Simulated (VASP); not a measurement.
## PbSe: band gap against strain

PbSe (rock salt, Fm-3m, 29.974 Å³/atom and stress up to 0.11 GPa in the relaxed cell, cube axes along x, y and z) under an equal strain ε along all three axes. PBE in VASP (plane waves, PAW), 480 eV, 10×10×10 Γ-centred mesh, Gaussian smearing 0.05 eV; ions are relaxed, or left where forces stay under 0.02 eV/Å, within the symmetry of each cell. Gaps are the smallest on the run's k-mesh, which can miss an edge that lies off it, without spin-orbit coupling; in all rows the valence edge lies at about 0.9 Å⁻¹ from Γ and the conduction edge at about 0.9 Å⁻¹ from Γ.

Here s stands for strain and Eg for gap.

| strain (%) | gap (eV) |
|---|---|
| -1.50 | 0.29 |
| -1.00 | 0.34 |
| -0.50 | 0.39 |
| 0.00 | 0.43 |
| 0.50 | 0.47 |
| 1.00 | 0.51 |
| 1.50 | 0.55 |
| 3.00 | ? |

Taking a straight line for Eg over the 7 complete rows: Means: s 0, Eg 0.426. About the means, the sum of products is 0.60000 and the sum of squares of s is 7.0000; the slope is their ratio. Least squares gives Eg = 0.426 + 0.0857·s. Residuals (row less fit): -0.007, 0.000, 0.007, 0.004, 0.001, -0.002, -0.005; standard error 0.005 (degrees of freedom: 5). Over these rows the gap moves by 8.6 ± 0.2 eV per unit strain, or 2.9 eV per unit of ln V.

**Question.** Estimate the missing Eg (s = 3.00); what did the run itself give?

**Answer.** Eg = 0.426 + 0.0857 × 3.0 = 0.683 eV. The calculation gives 0.65 eV, 0.033 eV below the prediction (9.2 % of the range of Eg in the table). The row lies outside the fitted rows, so this is an extrapolation. The scatter of the fitted rows lies at the last printed digit.

A polynomial of degree 2 through the 12 other runs of the series gives 0.65 there, so most of the miss is curvature that the fit leaves out. With Pb, Bi, Tl or Hg spin-orbit coupling changes such a gap by tenths of an eV. Other structures, which can take over under pressure, weren't tried. Spin-orbit coupling is left out, which can shift this property for PbSe. Rows are the converged runs of the series near zero and its far end; series whose fitted rows scatter by over a few per cent of the range, as at a crossing or softening among them, aren't shown in this form, nor equations of state whose B0' disagrees with the runs' pressures. Most that stay on the fit to the last digits aren't either.
